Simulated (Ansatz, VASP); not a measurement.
# ZrB2 in two plane-wave programs, part 2 of 2

One calculation is typed for both programs; each brings its own data sets. How far apart do they land? The cell is taken from a series of runs on this material, whose earlier steps may have relaxed, scaled, displaced or heated it; both programs get it as it stands.

VASP 6.6.1 and Ansatz 0.2.0.

So far: The structure; VASP: relaxation of cell and atoms, PBEsol; Ansatz: relaxation of cell and atoms, PBEsol; Side by side.

**5. VASP: relaxation of cell and atoms, r2SCAN with rVV10**

Level of this step: r2SCAN with rVV10; plane waves and PAW (Zr_sv, B) (VASP).

The relaxed volume is the usual yardstick between codes: in a stiff, nearly cubic crystal its relative difference is about their pressure difference at one cell divided by the bulk modulus.

The input, INCAR:

```
SYSTEM = ZrB2
PREC = Accurate
ENCUT = 550
EDIFF = 1E-07
NELM = 120
ISMEAR = -1
SIGMA = 0.05
LREAL = .FALSE.
ALGO = Normal
METAGGA = R2SCAN
LUSE_VDW = .TRUE.
IVDW_NL = 2
BPARAM = 11.95
CPARAM = 0.0093
LASPH = .TRUE.
NBANDS = 15
LORBIT = 11
LWAVE = .FALSE.
LCHARG = .FALSE.
ISIF = 3
IBRION = 2
NSW = 80
EDIFFG = -0.005
GGA_COMPAT = .FALSE.
NELMIN = 4
LMIXTAU = .TRUE.
KPAR = 2
```

The input, POSCAR:

```
ZrB2
1.0
    3.1650000000      0.0000000000      0.0000000000
   -1.5825000000      2.7409700000      0.0000000000
    0.0000000000      0.0000000000      3.5200000000
Zr B
1 2
Direct
    0.0000000000      0.0000000000      0.0000000000
    0.3333334549      0.6666669099      0.5000000000
    0.6666667275      0.3333334549      0.5000000000
```

The input, KPOINTS:

```
Automatic mesh
0
Gamma
12 12 9
0 0 0
```

PAW data sets: Zr_sv and B (PBE family, release 64).

Run with:

```sh
mpirun -np 2 vasp_std
```

Numbers of over 12 decimals in the logs are rounded to 6 here.

The log of the run:

```text
[banner, memory and clock lines left out]
running    2 mpi-ranks, on    1 nodes
[...]
|                                                                             |
|               ----> ADVICE to this user running VASP <----                  |
|                                                                             |
|     You have switched on vdW-DFT.                                           |
|     This routine was written and supplied by Jiri Klimes. We recommend      |
|     that you carefully read and cite the following publications:            |
|       J. Klimes, D.R. Bowler, A. Michelides                                 |
|          J. Phys.: Cond Matt. 22 022201 (2010)                              |
|       J. Klimes, D.R. Bowler, A. Michelides                                 |
|          Phys. Rev. B. 83, 195131 (2011)                                    |
|     and references therein.                                                 |
|                                                                             |

[...]
DAV:  10    -0.404414925251E+02   -0.10221E-05   -0.65719E-07  4491   0.730E-03    0.806E-04
Total rVV10 correction in eV:      0.1992196    18.3114269
Total rVV10 correction in eV:      0.1992196    18.3114269
DAV:  11    -0.404414922666E+02    0.25848E-06   -0.38408E-08  1699   0.219E-03    0.107E-03
Total rVV10 correction in eV:      0.1992195    18.3114269
Total rVV10 correction in eV:      0.1992195    18.3114269
DAV:  12    -0.404414925759E+02   -0.30927E-06   -0.24892E-08  1495   0.167E-03    0.205E-04
Total rVV10 correction in eV:      0.1992195    18.3114269
Total rVV10 correction in eV:      0.1992195    18.3114269
DAV:  13    -0.404414924785E+02    0.97464E-07   -0.58473E-09  1439   0.723E-04
Total rVV10 correction in eV:      0.1992196    18.3114269
Total rVV10 correction in eV:      0.1992196    18.3114269
Total rVV10 correction in eV:      0.1992196    18.3114269
Total rVV10 correction in eV:      0.1992196    18.3114269
   2 F= -.40441492E+02 E0= -.40440657E+02  d E =-.778517E-03
[... from here on, the cycles between the ionic steps are left out ...]
   3 F= -.40442863E+02 E0= -.40442043E+02  d E =-.214937E-02
   4 F= -.40443136E+02 E0= -.40442313E+02  d E =-.272665E-03
   5 F= -.40443159E+02 E0= -.40442338E+02  d E =-.296150E-03
[...]
reached required accuracy - stopping structural energy minimisation
```

OUTCAR, selected parts (step 5):

```text
  Total       -0.0000401     -0.0000401     -0.0001199      0.0000000      0.0000000      0.0000000
  in kB       -0.0020896     -0.0020896     -0.0062446      0.0000000      0.0000000      0.0000000
  external PRESSURE =      -0.0034746 kB  Pullay stress =       0.0000000 kB

 POSITION                                       TOTAL-FORCE (eV/Angst)
 -----------------------------------------------------------------------------------
      0.00000     -0.00000      3.54648        -0.000000     -0.000000      0.000000
     -0.00000      1.82713      1.77324         0.000000      0.000000      0.000000
      1.58234      0.91356      1.77324        -0.000000     -0.000000      0.000000
 -----------------------------------------------------------------------------------
    total drift:                               -0.000000     -0.000040      0.000000

  FREE ENERGIE OF THE ION-ELECTRON SYSTEM (eV)
  ---------------------------------------------------
  free  energy   TOTEN  =       -40.4431594787 eV

  energy  without entropy=      -40.4415155717  energy(sigma->0) =      -40.44233753

[... 2 parts as in an earlier step ...]

[... 2 further parts left out ...]
[key lines of the parts left out:]
E-fermi :  10.7244
```

**6. Ansatz: relaxation of cell and atoms, r2SCAN with rVV10**

The same cell, functional, mesh and smearing now go to Ansatz, which takes its cutoff from its data sets.

The cell is taken from a series of runs on this material, whose earlier steps may have relaxed, scaled, displaced or heated it; both programs get it as it stands.

The input, input.yaml:

```yaml
crystal:
  lattice:
    - [3.165, 0.0, 0.0]
    - [-1.5825, 2.740970403, 0.0]
    - [0.0, 0.0, 3.52]
  atoms:
    - { symbol: Zr, position: [0.0, 0.0, 0.0] }
    - { symbol: B, position: [0.3333333333, 0.6666666667, 0.5] }
    - { symbol: B, position: [0.6666666667, 0.3333333333, 0.5] }
kpoints:
  mp_grid: { grid: [12, 12, 9] }
scf:
  occupations: { method: fermi_dirac, width: 0.05 }
hamiltonian:
  xc: r2scan
  pseudopotentials: { kind: paw }
  dispersion: rvv10
relax:
  f_tol: 0.01
  max_steps: 60
  cell: { stress_tol: 0.02 }
output:
  forces: true
  stress: true
```

Run with:

```sh
ansatz run input.yaml --threads 4 --pin off --max-ram 8192MiB --backend cpu --events-out ev --progress --plain --runs-dir out
```

The log of the run:

```text
[...]
Crystal: 3 atoms, lattice volume = 30.537 Å³
Basis set: ecut = 500 eV, 781 PW (Γ), exchange–correlation on 108×108×120 points (64 copies of the dense FFT grid, shifted against one another)
Bands: 13, of which v1, the nominal top of the filled ones, is band 9 counted from 1 (8 counted from 0)
Symmetry: 24 space group operations
[...]
k-points: 95 of 1296
[...]
-0.000000      -0.000000       0.005237
  P = ⅓ Tr σ = 0.0045 GPa (0.045 kbar)
--- Relaxed structure (4 steps of the walk, 4 accepted, 1 SCFs on fresh bases) ---
[...]
cell:  # Å, volume = 30.7282 Å³
    - [3.163656, 0.0, 0.0]
    - [-1.581828, 2.739807, 0.0]
    - [0.0, 0.0, 3.545100]
  atoms:
    - { symbol: Zr, position: [0, 0, 0.0] }
    - { symbol: B, position: [0.333333, 0.666667, 0.500000] }
    - { symbol: B, position: [0.666667, 0.333333, 0.500000] }
[key lines of the parts left out:]
SCF converged after 5 iterations
Free energy (F): -4509.739497 eV
Fermi energy:    16.002817 eV
```

**7. Side by side**

What differs besides the data sets and the points named for the pairs above, as far as they apply: VASP keeps PBE cores, Ansatz makes them for the functional; the cutoff is 500 eV in Ansatz and 550 eV in VASP. Total energies have different zeros and are not compared.

Both answers:

| quantity | Ansatz | VASP | difference |
| --- | --- | --- | --- |
| volume (Å³) | 30.73 | 30.76 | -0.10 % |
| edge a after relaxation, in the typed setting (Å) | 3.164 | 3.165 | -0.03 % |
| edge c after relaxation, in the typed setting (Å) | 3.545 | 3.546 | -0.04 % |

**8. Results**

```
difference in volume (relaxation of cell and atoms, PBEsol)            : -0.14 %
difference in volume (relaxation of cell and atoms, r2SCAN with rVV10) : -0.10 %
```

**Reading.** The difference in volume is -0.14 % (relaxation of cell and atoms, PBEsol), within the 1.2 % picked in this series as the mark of a large difference, as far as the stopping tolerances let one tell. 2 further runs of this series are not shown here. Such differences can come from data sets, numerical settings and the points named under the comparisons, not from the functional's error against experiment.

[Lines on the potential files, build, host, timing and source positions are cut from VASP's logs without a mark.]

[Logs are printed without paths, hosts, clocks, repeated set-up lines and the standing remarks that a program may print on its own settings, such as how far it seeks lower states.]

[Hosts, paths, dates, database ids (printed as entryN), source tags and the programs' standing remarks are cut or masked in the printed files.]
